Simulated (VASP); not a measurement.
K2S (antifluorite), at 1.04 of the tabulated volume:

```
K2S
1.0
    0.00000     3.75376     3.75376
    3.75376     0.00000     3.75376
    3.75376     3.75376     0.00000
K S
2 1
Direct
  0.25000   0.25000   0.25000
  0.75000   0.75000   0.75000
  0.00000   0.00000   0.00000
```

The lowest empty band near Γ, direction [100], from mBJ (TB09) with spin-orbit coupling in VASP (PAW); its two spin partners are averaged. The gap over the points computed is 4.80 eV, and the next band on that side lies 1.92 eV away at the edge.

Run with 400 eV cut-off, 6×6×6 Γ-centred mesh, Gaussian smearing of 0.050 eV, potentials K_sv S.

```csv
distance from the edge in k (1/Å),distance in energy (meV)
0.025,4.7
0.035,9.2
0.050,18.7
0.070,36.7
```

Fit E(1 + αE) = ħ²k²/2m* (ħ²/2m0 = 3.810 eV Å²) and predict the row at 0.095 1/Å.

The rows don't resolve α, so a parabola serves: the electron mass is m* = 0.509 m0, and so 67.6 meV. The run gave 67.2 meV, -0.4 meV from the fit.

Left out are points under 3 meV from the edge, since the levels carry 0.1 meV, and points farther than half the way to the next band.

The compound is K2S in the antifluorite structure. The cell was not relaxed at this level.
